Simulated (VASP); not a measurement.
A cell of Gd (hcp) near equilibrium:

```
CELL_PARAMETERS angstrom
      1.84819    -3.20116     0.00000
      1.84819     3.20116     0.00000
      0.00000     0.00000     5.63987
ATOMIC_POSITIONS crystal
  Gd 0.33333 0.66667 0.25000
  Gd 0.66667 0.33333 0.75000
```

The numbers are results of r2SCAN meta-GGA, VASP's PBE PAW potentials (set 64) (plane waves; VASP), not measurements.

The 4f electrons are frozen in the core of the lanthanide potential, so 4f levels, which can set the real gap, and their magnetism are missing.

| run | ΔE (meV/atom) | σxx | σyy | σzz | largest shear component, with its sign (GPa) | largest force (eV/Å) |
|---|---|---|---|---|---|---|
| as it is | 0.0 | 0.01 | 0.01 | 0.01 | 0.00 | 0.000 |
| after one change | 34.2 | 3.79 | 3.79 | 4.32 | 0.00 | 0.000 |
Stress is in GPa, positive when the cell is compressed.

**Question.** Name the change that produced these shifts.
(A) atom 2 (Gd) moved by -0.200 Å along z
(B) isotropic strain of -3.0 %
(C) atom 2 (Gd) moved by 0.075 Å along y
(D) atom 1 (Gd) moved by 0.025 Å along z

**Answer.** B, isotropic strain of -3.0 %

The compound is Gd in the hcp structure.
